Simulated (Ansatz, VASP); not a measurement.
B2Se: VASP beside Ansatz

```
B Se
1.0
     2.15467   -4.59546    0.00000
     2.15467    4.59546    0.00000
     0.00000    0.00000    3.06248
B Se
4 2
Direct
  0.10192 0.32163 0.50000
  0.89808 0.67837 0.50000
  0.32163 0.10192 0.50000
  0.67837 0.89808 0.50000
  0.00000 0.50000 0.00000
  0.50000 0.00000 0.00000
```

Alike in both runs: task relaxation of cell and atoms; functional PBE; k mesh 4 × 4 × 6; occupations gaussian, width 0.1 eV; no spin polarisation.

```csv
,VASP,Ansatz
version,VASP 6.6.1,Ansatz 0.2.0
potentials or method,"VASP PAW PBE potentials, release 64 (B, Se)","scalar-relativistic, plane waves, PAW"
plane-wave cutoff (eV),600,420
valence electrons in the cell,24,44
```

|  | VASP | Ansatz | Ansatz less VASP |
| --- | --- | --- | --- |
| gap on the k mesh at the Fermi level, each at its own relaxed structure (eV) | none | none | - |
| relaxed volume (Å³/atom) | 15.05 | 15.11 | +0.066 |
| relaxed cell length with the largest relative difference (Å) | 5.322 | 5.334 | +0.0125 |
| energy change over the relaxation (meV/atom) | -1181 | -1186 | -5.9 |

A gap of «none» marks a metal or a gap that the smearing closes. The two sets of potentials don't hold the same shells in valence.

Caveats: the k mesh is coarse (spacing up to 0.40 Å⁻¹), so the values aren't converged; the volume moved by over 15 % at a fixed basis, so the end points are rough (VASP).
